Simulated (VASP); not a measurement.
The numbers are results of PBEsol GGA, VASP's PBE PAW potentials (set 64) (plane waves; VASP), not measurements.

A VASP calculation is set up with these files.

POSCAR:
```
PdSb
1
    0.0000000000     2.9574173952     2.9574173952
    2.9574173952    -0.0000000000     2.9574173952
    2.9574173952     2.9574173952    -0.0000000000
Pd Sb
1 1
Direct
  0.0000000000   0.0000000000   0.0000000000
  0.2500000000   0.2500000000   0.2500000000
```

**KPOINTS**
```
Automatic mesh
0
Gamma
10 10 10
0 0 0
```

**INCAR**
```
ALGO = Normal
EDIFF = 1E-6
EDIFFG = -0.01
ENCUT = 400
GGA = PS
IBRION = 2
ISIF = 3
ISMEAR = 1
LASPH = .TRUE.
LCHARG = .FALSE.
LMAXMIX = 4
LREAL = .FALSE.
LWAVE = .FALSE.
NELM = 100
NSW = 60
PREC = Accurate
SIGMA = 0.1
SYSTEM = PdSb
```

POTCAR, in this order: Pd Sb (PBE.64 set). Program: vasp_std.

The resulting files:

File OSZICAR:
```
       N       E                     dE             d eps       ncg     rms          rms(c)
DAV:   1     0.612484667744E+02    0.61248E+02   -0.50515E+03  1042   0.872E+02
DAV:   2    -0.849430070149E+01   -0.69743E+02   -0.64711E+02  1159   0.197E+02
DAV:   3    -0.106964448487E+02   -0.22021E+01   -0.21479E+01  1214   0.391E+01
DAV:   4    -0.107183765024E+02   -0.21932E-01   -0.21927E-01  1155   0.430E+00
DAV:   5    -0.107188433194E+02   -0.46682E-03   -0.46681E-03  1205   0.648E-01    0.602E+00
DAV:   6    -0.105794339244E+02    0.13941E+00   -0.13439E+00  1085   0.127E+01    0.267E+00
DAV:   7    -0.105263808341E+02    0.53053E-01   -0.23605E-01  1046   0.563E+00    0.202E+00
DAV:   8    -0.105109546474E+02    0.15426E-01   -0.32929E-02  1113   0.176E+00    0.193E-01
DAV:   9    -0.105105547762E+02    0.39987E-03   -0.14869E-03  1100   0.347E-01    0.131E-01
DAV:  10    -0.105105377145E+02    0.17062E-04   -0.21278E-04  1121   0.109E-01    0.199E-02
DAV:  11    -0.105105385669E+02   -0.85233E-06   -0.65126E-05  1134   0.800E-02    0.169E-02
DAV:  12    -0.105105376909E+02    0.87598E-06   -0.92869E-06  1106   0.328E-02
   1 F= -.10510538E+02 E0= -.10510927E+02  d E =-.105105E+02
       N       E                     dE             d eps       ncg     rms          rms(c)
DAV:   1    -0.105178597427E+02   -0.73212E-02   -0.10922E-01  1058   0.391E+00    0.586E-01
DAV:   2    -0.105123526819E+02    0.55071E-02   -0.65352E-02  1058   0.288E+00    0.272E-01
DAV:   3    -0.105106105799E+02    0.17421E-02   -0.73536E-03  1052   0.101E+00    0.747E-02
DAV:   4    -0.105105002334E+02    0.11035E-03   -0.92371E-04  1055   0.175E-01    0.293E-02
DAV:   5    -0.105104865693E+02    0.13664E-04   -0.57778E-05  1100   0.775E-02    0.256E-02
DAV:   6    -0.105104896318E+02   -0.30625E-05   -0.52666E-06  1171   0.232E-02    0.583E-03
DAV:   7    -0.105104883857E+02    0.12461E-05   -0.61556E-06  1046   0.228E-02    0.325E-03
DAV:   8    -0.105104883905E+02   -0.47733E-08   -0.23847E-07   535   0.520E-03
   2 F= -.10510488E+02 E0= -.10510864E+02  d E =0.493004E-04
       N       E                     dE             d eps       ncg     rms          rms(c)
DAV:   1    -0.105128768312E+02   -0.23884E-02   -0.33119E-02  1055   0.215E+00    0.320E-01
DAV:   2    -0.105112055488E+02    0.16713E-02   -0.19297E-02  1061   0.158E+00    0.149E-01
DAV:   3    -0.105106951025E+02    0.51045E-03   -0.21773E-03  1049   0.543E-01    0.430E-02
DAV:   4    -0.105106552162E+02    0.39886E-04   -0.25511E-04  1065   0.929E-02    0.153E-02
DAV:   5    -0.105106522637E+02    0.29524E-05   -0.13922E-05  1103   0.374E-02    0.135E-02
DAV:   6    -0.105106522472E+02    0.16491E-07   -0.16893E-06   875   0.129E-02
   3 F= -.10510652E+02 E0= -.10511036E+02  d E =-.114556E-03
```

File OUTCAR:
```
------------------------ aborting loop because EDIFF is reached ----------------------------------------
  FORCE on cell =-STRESS in cart. coord.  units (eV):
  Direction    XX          YY          ZZ          XY          YZ          ZX
  --------------------------------------------------------------------------------------
  Total        0.0097662      0.0097662      0.0097662     -0.0000000     -0.0000000      0.0000000
  in kB        0.3033209      0.3033209      0.3033209     -0.0000000     -0.0000000      0.0000000
  external PRESSURE =       0.3033209 kB  Pullay stress =       0.0000000 kB
  volume of cell :       51.59
      direct lattice vectors                 reciprocal lattice vectors
     0.000000000  2.954618404  2.954618404    -0.169226591  0.169226591  0.169226591
     2.954618404 -0.000000000  2.954618404     0.169226591 -0.169226591  0.169226591
     2.954618404  2.954618404 -0.000000000     0.169226591  0.169226591 -0.169226591
 POSITION                                       TOTAL-FORCE (eV/Angst)
 -----------------------------------------------------------------------------------
      0.00000      0.00000      0.00000        -0.000000     -0.000000     -0.000000
      1.47731      1.47731      1.47731         0.000000      0.000000      0.000000
 -----------------------------------------------------------------------------------
    total drift:                                0.000000      0.000000      0.000000
  FREE ENERGIE OF THE ION-ELECTRON SYSTEM (eV)
  ---------------------------------------------------
  free  energy   TOTEN  =       -10.5106522472 eV

  energy  without entropy=      -10.5118031850  energy(sigma->0) =      -10.51103589

 reached required accuracy - stopping structural energy minimisation
```
(Selected blocks of OUTCAR.)

**CONTCAR**
```
PdSb
   1.00000000000000
     0.0000000000000000    2.9546184036704211    2.9546184036704211
     2.9546184036704211   -0.0000000000000000    2.9546184036704211
     2.9546184036704211    2.9546184036704211   -0.0000000000000000
  Pd              Sb
     1     1
Direct
     0.0000000000000000    0.0000000000000000    0.0000000000000000
     0.2500000000000000    0.2500000000000000    0.2500000000000000
```

The structure was generated: PdSb was put into the zinc blende type (F-43m), which need not be its known phase. This run relaxes it. Symmetry was kept, so distortions that lower it aren't found. The start is the result of an earlier pass. The electron count is odd and the run is not spin-polarised, which forces a metal.
